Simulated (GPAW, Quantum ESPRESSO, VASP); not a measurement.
# Code comparison for Co (P6_3/mmc, 2 atoms in the cell)

Self-consistent single point, at a second geometry (lattice scaled by 0.98). First geometry:

```yaml
crystal:
  lattice:
    - [1.25500, -2.17372, 0.00000]
    - [1.25500, 2.17372, 0.00000]
    - [0.00000, 0.00000, 4.07000]
  atoms:
    - { symbol: Co, position: [0.33333, 0.66667, 0.25000], spin: 2.0 }
    - { symbol: Co, position: [0.66667, 0.33333, 0.75000], spin: 2.0 }
```
(The spins are starting values, not results.)

Shared settings, as Quantum ESPRESSO writes them: occupations = smearing; smearing = fermi-dirac; degauss = 0.0099958 Ry; nspin = 2; K_POINTS = automatic 13 13 7 0 0 0. Potentials and cutoffs stand in the table.

```tsv
code	model	ΔF from the first geometry (meV/atom)	pressure (GPa)	size of the net moment (μB/atom)	cutoff
GPAW	PBE, GPAW PAW datasets PBE (gpaw-data 1.0.1)	14.4	10.51	1.57	800 eV
VASP	PBE, VASP's PBE PAW potentials (set 64)	5.3	7.84	1.56	300 eV
Quantum ESPRESSO	PBE, PSlibrary PAW (PBE) pseudopotentials	10.6	8.13	1.56	50 Ry
```

For Quantum ESPRESSO (by 1.3 GPa) the energy change implies a higher mean pressure, against the two pressures, than for the other programs: a sign of finite-basis (Pulay) stress.

On GPAW's run: the magnetic order is the one reached from the typed start; others were not searched systematically.

The spread over the programs that give each value: ΔF from the first geometry within 9.1 meV/atom; pressure within 2.67 GPa; size of the net moment within 0.01 μB/atom.

In the pressure, GPAW (by 2.39) lies more than 1 GPa from the median of the plane-wave programs.

VASP's run is marked for a possible Pulay error in its stress at this cutoff; no cutoff test was made.

The starting cell has typed, rounded lattice constants, without a prior relaxation at this level. For this run, on top of that: lattice scaled by 0.98.

Left out of this page: Ansatz, ABINIT, Elk, FLEUR and SIESTA (not drawn, or without a comparable value).
